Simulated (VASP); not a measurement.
Data:

```
CELL_PARAMETERS angstrom
      0.00000     3.72487     3.72487
      3.72487     0.00000     3.72487
      3.72487     3.72487     0.00000
ATOMIC_POSITIONS crystal
  K  0.25000 0.25000 0.25000
  K  0.75000 0.75000 0.75000
  S  0.00000 0.00000 0.00000
```

Calculation: PW91 GGA, VASP's PBE PAW potentials (set 64) (plane waves; VASP). Settings: 520 eV cut-off, Gaussian smearing of 0.050 eV, potentials K_sv S.

**Question.** Give the energies of bands 10 to 15 at the high-symmetry points, in eV from the valence-band maximum.

**Answer.** 
```json
[
 {"band": "10", "Γ": "-0.18", "X": "-0.72", "U": "-0.53", "L": "-0.60", "W": "-0.37"},
 {"band": "11", "Γ": "-0.18", "X": "0.00", "U": "-0.20", "L": "-0.06", "W": "-0.37"},
 {"band": "12", "Γ": "-0.18", "X": "0.00", "U": "-0.01", "L": "-0.06", "W": "-0.01"},
 {"band": "13", "Γ": "2.36", "X": "3.53", "U": "3.75", "L": "4.71", "W": "3.74"},
 {"band": "14", "Γ": "5.46", "X": "5.26", "U": "5.41", "L": "4.95", "W": "5.72"},
 {"band": "15", "Γ": "5.46", "X": "6.51", "U": "6.24", "L": "5.80", "W": "5.72"}
]
```

The gap is indirect, 2.36 eV, from the valence maximum at X to the conduction minimum at Γ.

The compound is K2S in the antifluorite structure. It was relaxed first.
